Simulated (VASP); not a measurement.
Output of a VASP run:

File OSZICAR:
```
       N       E                     dE             d eps       ncg     rms          rms(c)
DAV:   1     0.213631214942E+03    0.21363E+03   -0.15119E+04   624   0.120E+03
DAV:   2    -0.200578834415E+01   -0.21564E+03   -0.21109E+03   694   0.319E+02
DAV:   3    -0.130174302361E+02   -0.11012E+02   -0.10980E+02   724   0.739E+01
DAV:   4    -0.131050596000E+02   -0.87629E-01   -0.87610E-01   700   0.641E+00
DAV:   5    -0.131057876333E+02   -0.72803E-03   -0.72802E-03   742   0.538E-01    0.882E+00
DAV:   6    -0.123832352116E+02    0.72255E+00   -0.17242E+00   786   0.142E+01    0.692E+00
DAV:   7    -0.123461408411E+02    0.37094E-01   -0.56221E-01   688   0.430E+00    0.282E+00
DAV:   8    -0.123416291278E+02    0.45117E-02   -0.69745E-02   652   0.304E+00    0.385E-01
DAV:   9    -0.123409754110E+02    0.65372E-03   -0.10054E-02   724   0.133E+00    0.130E-01
DAV:  10    -0.123409875997E+02   -0.12189E-04   -0.90179E-04   682   0.369E-01    0.684E-02
DAV:  11    -0.123410564280E+02   -0.68828E-04   -0.18789E-04   694   0.101E-01    0.210E-02
DAV:  12    -0.123410426032E+02    0.13825E-04   -0.84227E-05   790   0.995E-02    0.829E-03
DAV:  13    -0.123410445909E+02   -0.19877E-05   -0.10008E-05   676   0.231E-02    0.594E-03
DAV:  14    -0.123410443684E+02    0.22254E-06   -0.96568E-07   500   0.644E-03
   1 F= -.12341044E+02 E0= -.12341044E+02  d E =-.123410E+02
       N       E                     dE             d eps       ncg     rms          rms(c)
DAV:   1    -0.123489095335E+02   -0.78649E-02   -0.22282E-01   628   0.457E+00    0.623E-01
DAV:   2    -0.123423912272E+02    0.65183E-02   -0.19546E-02   682   0.174E+00    0.220E-01
DAV:   3    -0.123415646970E+02    0.82653E-03   -0.19950E-03   688   0.371E-01    0.181E-01
DAV:   4    -0.123414029892E+02    0.16171E-03   -0.30603E-04   664   0.134E-01    0.267E-02
DAV:   5    -0.123413953086E+02    0.76806E-05   -0.78648E-05   724   0.106E-01    0.171E-02
DAV:   6    -0.123413960672E+02   -0.75860E-06   -0.92013E-06   664   0.303E-02
   2 F= -.12341396E+02 E0= -.12341396E+02  d E =-.351699E-03
```

OUTCAR:
```
------------------------ aborting loop because EDIFF is reached ----------------------------------------
  FORCE on cell =-STRESS in cart. coord.  units (eV):
  Direction    XX          YY          ZZ          XY          YZ          ZX
  --------------------------------------------------------------------------------------
  Total        0.0571981      0.0571981      0.0524470      0.0000000      0.0000000      0.0000000
  in kB        0.8157259      0.8157258      0.7479683      0.0000000      0.0000000      0.0000000
  external PRESSURE =       0.7931400 kB  Pullay stress =       0.0000000 kB
  volume of cell :      112.34
      direct lattice vectors                 reciprocal lattice vectors
     2.150441357 -3.724673453  0.000000000     0.232510409 -0.134239956  0.000000000
     2.150441357  3.724673453 -0.000000000     0.232510409  0.134239956  0.000000000
    -0.000000000  0.000000000  7.012970132     0.000000000  0.000000000  0.142592936
  FREE ENERGIE OF THE ION-ELECTRON SYSTEM (eV)
  ---------------------------------------------------
  free  energy   TOTEN  =       -12.3413960672 eV

  energy  without entropy=      -12.3413960672  energy(sigma->0) =      -12.34139607

 reached required accuracy - stopping structural energy minimisation
```
(Selected blocks of OUTCAR.)

### POSCAR
```
CdSe
1
    2.1553849760    -3.7332360502     0.0000000000
    2.1553849760     3.7332360502     0.0000000000
    0.0000000000     0.0000000000     7.0116428134
Cd Se
2 2
Direct
  0.6666670000   0.3333330000   0.5001196253
  0.3333330000   0.6666670000   0.0001196253
  0.6666670000   0.3333330000   0.8758803747
  0.3333330000   0.6666670000   0.3758803747
```

Question: Write an INCAR and KPOINTS that could have produced this output.

Answer: One answer among several that fit: the input of the run itself, PBEsol GGA, plane waves, VASP's PBE PAW potentials (set 64).

**INCAR**
```
SYSTEM = CdSe
PREC = Accurate
ENCUT = 400
EDIFF = 1E-6
NELM = 100
ALGO = Normal
LREAL = .FALSE.
LASPH = .TRUE.
ISMEAR = 0
SIGMA = 0.05
GGA = PS
LMAXMIX = 4
LWAVE = .FALSE.
LCHARG = .FALSE.
IBRION = 2
ISIF = 3
NSW = 60
EDIFFG = -0.02
```

**KPOINTS**
```
kpoints
0
gamma
 6 6 3
```

POTCAR, in this order: Cd Se (PBE.64 set). Program: vasp_std.

The compound is CdSe in the wurtzite structure. This run relaxes it. Symmetry was kept, so distortions that lower it aren't found. The start is the result of an earlier pass.
